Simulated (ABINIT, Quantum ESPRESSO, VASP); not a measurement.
HfRu3: 3 runs at one level of theory

```xyz
4
Lattice="3.9558 0.0000 0.0000 0.0000 3.9558 0.0000 0.0000 0.0000 3.9558" Properties=species:S:1:pos:R:3 pbc="T T T"
Hf    0.0000    0.0000    0.0000
Ru    0.0000    1.9779    1.9779
Ru    1.9779    0.0000    1.9779
Ru    1.9779    1.9779    0.0000
```

The cell comes from a database or a generator and needn't be the stable form of this composition.

Alike in all runs: task single point; functional PBE; k mesh 7 × 7 × 7; occupations fermi-dirac, width 0.05 eV; no spin polarisation; no spin-orbit coupling. Pressure is positive in compression and, in plane waves, holds the error of the finite cutoff.

```tsv
program and potentials	plane-wave cutoff (eV)	notes	pressure (GPa)
VASP, PBE PAW files Hf_pv, Ru_pv, 520 eV	520	13 valence electrons an atom on average	-1.89
Quantum ESPRESSO, SSSP 1.3 efficiency PBE	816	15 valence electrons an atom on average	-1.35
ABINIT, JTH PAW PBE v2.0	517	15 valence electrons an atom on average	?
```

Q: Estimate from the other rows what the run with ABINIT, JTH PAW PBE v2.0 gave.

A: Pressure -1.62 GPa. The other rows, which needn't bracket it: pressure -1.89 to -1.35.
